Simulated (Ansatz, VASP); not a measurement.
# Ni (Nickel) in two plane-wave programs

One calculation is typed for both programs; each brings its own data sets and cutoff. How far apart do they land? The cell is taken from a series of VASP runs on this material, whose earlier steps may have relaxed, scaled or displaced it; both programs get it as it stands.

Method: plane waves, with VASP 6.6.1 beside it; relaxation of cell and atoms at r2SCAN with rVV10, in Ansatz 0.2.0.

## Step 1: The structure

Symmetry: Fm-3m, No. 225, cubic system. The conventional cell has a = 3.471 Å, b = 3.471 Å, c = 3.471 Å, α = 90.00°, β = 90.00°, γ = 90.00°. Nearest to Ni lie 12 Ni at 2.45 Å.

As a file:

```xyz
1
Lattice="0.0000 1.7354 1.7354 1.7354 0.0000 1.7354 1.7354 1.7354 0.0000" Properties=species:S:1:pos:R:3 pbc="T T T"
Ni    0.0000    0.0000    0.0000
```

## Step 2: VASP: relaxation of cell and atoms, r2SCAN with rVV10

The relaxed volume is the usual yardstick between codes: its relative difference is about their pressure difference at one cell divided by the bulk modulus.

Lines of VASP's logs that name or quote its potential files are left out, and so is its time.

File INCAR:

```
SYSTEM = Ni
PREC = Accurate
ENCUT = 450
EDIFF = 1E-06
NELM = 100
ISMEAR = 1
SIGMA = 0.1
LREAL = .FALSE.
ALGO = Normal
METAGGA = R2SCAN
LUSE_VDW = .TRUE.
IVDW_NL = 2
BPARAM = 11.95
CPARAM = 0.0093
LASPH = .TRUE.
NBANDS = 11
ISPIN = 2
MAGMOM = 1
LMAXMIX = 4
LORBIT = 11
LWAVE = .FALSE.
LCHARG = .FALSE.
KPAR = 2
IBRION = 2
NSW = 50
ISIF = 3
EDIFFG = -0.01
```

File POSCAR:

```
Ni
1.0
    0.0000000000      1.7354091943      1.7354091943
    1.7354091943      0.0000000000      1.7354091943
    1.7354091943      1.7354091943      0.0000000000
Ni
1
Direct
    0.0000000000      0.0000000000      0.0000000000
```

File KPOINTS:

```
Automatic mesh
0
Gamma
14 14 14
0 0 0
```

PAW data sets: Ni (PBE family, release 64).

On the command line:

```sh
$ mpirun -np 2 vasp_std
```

Numbers of over 12 decimals in the logs are rounded to 6 here.

Log:

```text
[banner, memory and clock lines left out]
running    2 mpi-ranks, on    1 nodes
 distrk:  each k-point on    1 cores,    2 groups
 distr:  one band on    1 cores,    1 groups

 POSCAR found type information on POSCAR Ni
 POSCAR found :  1 types and       1 ions
|                                                                             |
|               ----> ADVICE to this user running VASP <----                  |
|                                                                             |
|     You have switched on vdW-DFT.                                           |
|     This routine was written and supplied by Jiri Klimes. We recommend      |
|     that you carefully read and cite the following publications:            |
|       J. Klimes, D.R. Bowler, A. Michelides                                 |
|          J. Phys.: Cond Matt. 22 022201 (2010)                              |
|       J. Klimes, D.R. Bowler, A. Michelides                                 |
|          Phys. Rev. B. 83, 195131 (2011)                                    |
|     and references therein.                                                 |
|                                                                             |

|                                                                             |
|               ----> ADVICE to this user running VASP <----                  |
|                                                                             |
|     You enforced a specific xc type in the INCAR file but a different       |
|     [... a line on the potential file left out ...]
|     I HOPE YOU KNOW WHAT YOU ARE DOING!                                     |
|                                                                             |

 LDA part: xc-table for (None), standard interpolation
 POSCAR, INCAR and KPOINTS ok, starting setup
 FFT: planning ... GRIDC
 FFT: planning ... GRID_SOFT
 FFT: planning ... GRID
 WAVECAR not read
 entering main loop
       N       E                     dE             d eps       ncg     rms          rms(c)
Total rVV10 correction in eV:      0.2589599    11.2174085
Total rVV10 correction in eV:      0.2589599    11.2174085
DAV:   1     0.202153423290E+02    0.20215E+02   -0.43345E+03  4756   0.108E+03
DAV:   2    -0.131707436720E+02   -0.33386E+02   -0.31414E+02  4762   0.167E+02
DAV:   3    -0.140652433990E+02   -0.89450E+00   -0.89226E+00  5135   0.328E+01
DAV:   4    -0.140732615362E+02   -0.80181E-02   -0.80167E-02  5161   0.270E+00
DAV:   5    -0.140734564341E+02   -0.19490E-03   -0.19489E-03  5401   0.388E-01    0.111E+01
Total rVV10 correction in eV:      0.2358522    11.2174082
Total rVV10 correction in eV:      0.2358522    11.2174082
DAV:   6    -0.122006231649E+02    0.18728E+01   -0.20969E+01  5635   0.683E+01    0.738E+00
Total rVV10 correction in eV:      0.2435534    11.2174081
Total rVV10 correction in eV:      0.2435534    11.2174081
DAV:   7    -0.117032952494E+02    0.49733E+00   -0.40457E+00  5557   0.250E+01    0.248E+00
Total rVV10 correction in eV:      0.2417953    11.2174082
Total rVV10 correction in eV:      0.2417953    11.2174082
DAV:   8    -0.117047670173E+02   -0.14718E-02   -0.38114E-02  5286   0.207E+00    0.124E+00
Total rVV10 correction in eV:      0.2407100    11.2174082
Total rVV10 correction in eV:      0.2407100    11.2174082
DAV:   9    -0.117023584870E+02    0.24085E-02   -0.46128E-03  6105   0.684E-01    0.414E-01
Total rVV10 correction in eV:      0.2400026    11.2174082
Total rVV10 correction in eV:      0.2400026    11.2174082
DAV:  10    -0.117016947383E+02    0.66375E-03   -0.30117E-03  5853   0.750E-01    0.922E-02
Total rVV10 correction in eV:      0.2397830    11.2174082
Total rVV10 correction in eV:      0.2397830    11.2174082
DAV:  11    -0.117017656951E+02   -0.70957E-04   -0.52764E-04  6432   0.310E-01    0.645E-02
Total rVV10 correction in eV:      0.2398386    11.2174082
Total rVV10 correction in eV:      0.2398386    11.2174082
DAV:  12    -0.117017668014E+02   -0.11064E-05   -0.21077E-05  5859   0.534E-02    0.244E-02
Total rVV10 correction in eV:      0.2398674    11.2174082
Total rVV10 correction in eV:      0.2398674    11.2174082
DAV:  13    -0.117017679332E+02   -0.11318E-05   -0.15080E-05  5431   0.434E-02    0.671E-03
Total rVV10 correction in eV:      0.2398776    11.2174082
Total rVV10 correction in eV:      0.2398776    11.2174082
DAV:  14    -0.117017699932E+02   -0.20600E-05   -0.14213E-06  3030   0.143E-02    0.154E-03
Total rVV10 correction in eV:      0.2398806    11.2174082
Total rVV10 correction in eV:      0.2398806    11.2174082
DAV:  15    -0.117017698877E+02    0.10556E-06   -0.78365E-08  2486   0.314E-03
Total rVV10 correction in eV:      0.2398847    11.2174082
Total rVV10 correction in eV:      0.2398847    11.2174082
Total rVV10 correction in eV:      0.2398831    11.2174082
Total rVV10 correction in eV:      0.2398831    11.2174082
   1 F= -.11701770E+02 E0= -.11701864E+02  d E =-.117018E+02  mag=     0.7512
 curvature:   0.00 expect dE= 0.000E+00 dE for cont linesearch  0.000E+00
 trial: gam= 0.00000 g(F)=  0.563E-62 g(S)=  0.130E-04 ort = 0.000E+00 (trialstep = 0.100E+01)
 search vector abs. value=  0.130E-04
 reached required accuracy - stopping structural energy minimisation
```

Parts of OUTCAR (step 2):

```text
ion  position               nearest neighbor table
   1  0.000  0.000  0.000-

  LATTYP: Found a face centered cubic cell.
 ALAT       =     3.4708183886

 Subroutine GETGRP returns: Found 48 space group operations
 (whereof 48 operations were pure point group operations)

The static configuration has the point symmetry O_h .

 Found    104 irreducible k-points:

   k-points           NKPTS =    104   k-points in BZ     NKDIM =    104   number of bands    NBANDS=     11

   dimension x,y,z NGX =    18 NGY =   18 NGZ =   18
   dimension x,y,z NGXF=    36 NGYF=   36 NGZF=   36

   ENCUT  =  450.0 eV  33.07 Ry    5.75 a.u.   4.25  4.25  4.25*2*pi/ulx,y,z

   NELECT =      10.0000    total number of electrons

 k-points in reciprocal lattice and weights: Automatic mesh
   0.00000000  0.00000000  0.00000000       0.000
   0.07142857  0.00000000  0.00000000       0.003
   0.14285714  0.00000000  0.00000000       0.003
   0.21428571  0.00000000  0.00000000       0.003
   0.28571429  0.00000000  0.00000000       0.003
   0.35714286  0.00000000  0.00000000       0.003
   0.42857143  0.00000000  0.00000000       0.003
   0.50000000  0.00000000  0.00000000       0.001
   0.07142857  0.07142857  0.00000000       0.002
[...]
-0.28571429  0.42857143  0.21428571       0.009
  -0.28571429  0.50000000  0.21428571       0.004

 average (electrostatic) potential at core
       1 -86.8898

 E-fermi :   9.9007

 spin component 1
 k-point     1 :       0.0000    0.0000    0.0000
  band No.  band energies     occupation
    ...
      2       6.8080      1.00000
      3       6.8080      1.00000
      4       6.8080      1.00000
      5       8.1675      1.00000
      6       8.1675      1.00000
      7      34.7649      0.00000
      8      39.2273      0.00000
      9      39.2273      0.00000
     10      39.2277      0.00000
     11      41.9810      0.00000

 k-point     2 :       0.0714    0.0000    0.0000
  band No.  band energies     occupation
    ...
      2       6.7549      1.00000
      3       6.8550      1.00000
      4       6.8551      1.00000
      5       8.1478      1.00000
      6       8.1478      1.00000
      7      34.0155      0.00000
      8      36.9550      0.00000
      9      38.6991      0.00000
     10      38.6994      0.00000
     11      42.7396      0.00000

 k-point     3 :       0.1429    0.0000    0.0000
  band No.  band energies     occupation
    ...
      2       6.6228      1.00000
      3       6.9681      1.00000
      4       6.9682      1.00000
      5       8.1148      1.00000
      6       8.1149      1.00000
      7      30.8650      0.00000
      8      35.8318      0.00000
      9      37.8485      0.00000
     10      37.8488      0.00000
     11      43.3967      0.00000

 k-point     4 :       0.2143    0.0000    0.0000
  band No.  band energies     occupation
    ...
      2       6.5020      1.00000
      3       7.0637      1.00000
      4       7.0639      1.00000
      5       8.1463      1.00000
      6       8.1464      1.00000
      7      26.9933      0.00000
      8      35.2479      0.00000
      9      37.1386      0.00000
     10      37.1388      0.00000
     11      43.4803      0.00000

 k-point     5 :       0.2857    0.0000    0.0000
  band No.  band energies     occupation
    ...
      2       6.5896      1.00000
      3       7.0611      1.00000
      4       7.0613      1.00000
      5       8.3063      1.00000
      6       8.3065      1.00000
      7      23.2528      0.00000
      8      34.5387      0.00000
      9      36.6413      0.00000
     10      36.6414      0.00000
     11      41.8213      0.00000

 k-point     6 :       0.3571    0.0000    0.0000
  band No.  band energies     occupation
    ...
      2       6.9874      1.00000
      3       6.9876      1.00000
      4       7.2620      1.00000
      5       8.5376      1.00000
      6       8.5378      1.00000
      7      19.8492      0.00000
      8      33.8462      0.00000
      9      36.3535      0.00000
     10      36.3535      0.00000
     11      40.2962      0.00000

  Total       -0.0094947     -0.0094947     -0.0094947     -0.0000000     -0.0000000      0.0000000
  in kB       -1.4553178     -1.4553178     -1.4553178     -0.0000000     -0.0000000      0.0000000
  external PRESSURE =      -1.4553178 kB  Pullay stress =       0.0000000 kB

  energy-cutoff  :      450.00
  volume of cell :       10.45
      direct lattice vectors                 reciprocal lattice vectors
     0.000000000  1.735409194  1.735409194    -0.288116487  0.288116487  0.288116487
     1.735409194  0.000000000  1.735409194     0.288116487 -0.288116487  0.288116487
     1.735409194  1.735409194  0.000000000     0.288116487  0.288116487 -0.288116487

 POSITION                                       TOTAL-FORCE (eV/Angst)
 -----------------------------------------------------------------------------------
      0.00000      0.00000      0.00000         0.000000     -0.000000     -0.000000
 -----------------------------------------------------------------------------------
    total drift:                                0.000000     -0.000000      0.000000

  FREE ENERGIE OF THE ION-ELECTRON SYSTEM (eV)
  ---------------------------------------------------
  free  energy   TOTEN  =       -11.7017698877 eV

  energy  without entropy=      -11.7020517230  energy(sigma->0) =      -11.70186383

 reached required accuracy - stopping structural energy minimisation

 total charge
# of ion       s       p       d       tot
------------------------------------------
    1        0.534   0.559   8.325   9.418

 magnetization (x)
# of ion       s       p       d       tot
------------------------------------------
    1       -0.009  -0.045   0.823   0.769

[... 6 further parts left out ...]
```

CONTCAR:

```
Ni
   1.00000000000000
     0.0000000000000000    1.7354091943000001    1.7354091943000001
     1.7354091943000001    0.0000000000000000    1.7354091943000001
     1.7354091943000001    1.7354091943000001    0.0000000000000000
  Ni
     1
Direct
     0.0000000000000000    0.0000000000000000    0.0000000000000000
```

SCAN-type functionals tend to overstate the moments of itinerant magnets.

(Part 1 of 2 ends here.)

[Lines on the potential files, build, host, timing and source positions are cut from VASP's logs without a mark.]

[Logs are printed without paths, hosts, clocks, repeated set-up lines and the standing remarks that a program may print on its own settings, such as how far it seeks lower states.]

[Hosts, paths, dates, database ids (printed as entryN), source tags and the programs' standing remarks are cut or masked in the printed files.]
